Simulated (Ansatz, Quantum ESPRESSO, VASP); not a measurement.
# Code comparison for Nb (Im-3m, 1 atom in the cell)

Self-consistent single point.

```xyz
1
Lattice="-1.6340 1.6340 1.6340 1.6340 -1.6340 1.6340 1.6340 1.6340 -1.6340" Properties=species:S:1:pos:R:3 pbc="T T T"
Nb     0.0000     0.0000     0.0000
```

All programs got the same cell, k-point mesh and kind of occupations (in Ansatz's words: kpoints.mp_grid.grid = 11 11 11; scf.occupations.method = gaussian; scf.occupations.width = 0.0037 Ry); potentials, basis and cutoffs are each program's usual ones.

```json
[
 {"code": "Quantum ESPRESSO", "model": "PBE, PSlibrary ultrasoft (PBE) pseudopotentials", "pressure (GPa)": "6.85", "cutoff": "55 Ry"},
 {"code": "Ansatz", "model": "PBE, default PAW files", "pressure (GPa)": "7.72", "cutoff": "default"},
 {"code": "VASP", "model": "PBE, VASP's PBE PAW potentials (set 64)", "pressure (GPa)": "6.32", "cutoff": "300 eV"}
]
```

The spread over the programs that give each value: pressure within 1.40 GPa.

The starting cell has typed, rounded lattice constants, without a prior relaxation at this level. Its lattice was rescaled by a random factor within 2.5 % of one. On Ansatz's run: Spin polarisation is off. In the base run, with a pressure of about 8 GPa the cell is away from its equilibrium volume at this level.

Task: Why do the programs differ, and what cannot be compared?

Result: Differences of this kind can come from the potentials, where these differ, and from what each basis and cutoff leave unconverged. The zero of total energies and Fermi levels follows the potentials and each program's conventions, so they are not compared here. Ansatz's pressure is given at a fixed set of plane waves, as the other plane-wave codes print theirs; with its correction for the finite basis it is 7.75 GPa. Ansatz's smearing width was typed in Ry to four decimals, so it matches the others to a few per cent.

VASP's run is marked for a possible Pulay error in its stress at this cutoff; no cutoff test was made.

Left out of this page: ABINIT, GPAW, CP2K, Elk, FLEUR and SIESTA (not drawn, or without a comparable value).

Ansatz is an electronic-structure program.

Keys are those of Ansatz 0.2.
